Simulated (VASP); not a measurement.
ZnRe2:

```xyz
3
Lattice="0.0000 2.8956 2.8956 2.8956 0.0000 2.8956 2.8956 2.8956 0.0000" Properties=species:S:1:pos:R:3 pbc="T T T"
Zn    0.0000    0.0000    0.0000
Re    4.3433    4.3433    4.3433
Re    1.4478    1.4478    1.4478
```

The cell was built by a generator and needn't be a form met in nature.

Base run:

```yaml
Program: VASP 6.6.1
Functional: RPBE
Potentials_or_basis: VASP PAW PBE potentials, release 64 (Zn, Re)
Cutoff: 520 eV
k_mesh: 8 × 8 × 8
Occupations: fermi-dirac, width 0.05 eV
Spin: no spin polarisation
```

Its results: pressure 3.8 GPa.

Q: The run is repeated on the same cell with these changes: functional from RPBE to AM05. What comes out?

A: Pressure -8.4 GPa.

AM05 binds more tightly than RPBE, so the same cell stands under less pressure.

Caveats: the PAW data sets were made with another functional, which shifts forces and pressure a little.

Not every run made on this cell is shown here.
